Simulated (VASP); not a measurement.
Data:

```yaml
crystal:
  lattice:
    - [2.90691, 0.00000, 0.00000]
    - [0.00000, 2.90691, 0.00000]
    - [0.00000, 0.00000, 2.90691]
  atoms:
    - { symbol: Zn, position: [0.50000, 0.50000, 0.50000] }
    - { symbol: Cu, position: [0.00000, 0.00000, 0.00000] }
```

Computed with PBEsol GGA, VASP's PBE PAW potentials (set 64) (plane waves; VASP). Run with 400 eV cut-off, 11×11×11 Γ-centred mesh, first-order Methfessel-Paxton smearing of 0.10 eV, potentials Zn Cu.

Question: Predict the energy per atom (σ→0), band gap (on the k-mesh) with the smallest direct gap where there is one.

Answer: 
```json
{
  "band gap (on the k-mesh)": "none (metal, semimetal or under 0.01 eV)",
  "energy per atom (σ→0)": "-3.050 eV/atom"
}
```

The absolute energy has meaning only against runs of the same code, potentials and settings.

The compound is CuZn in the CsCl type structure. It was relaxed first. The start is the result of an earlier pass. The electron count is odd and the run is not spin-polarised, which forces a metal.
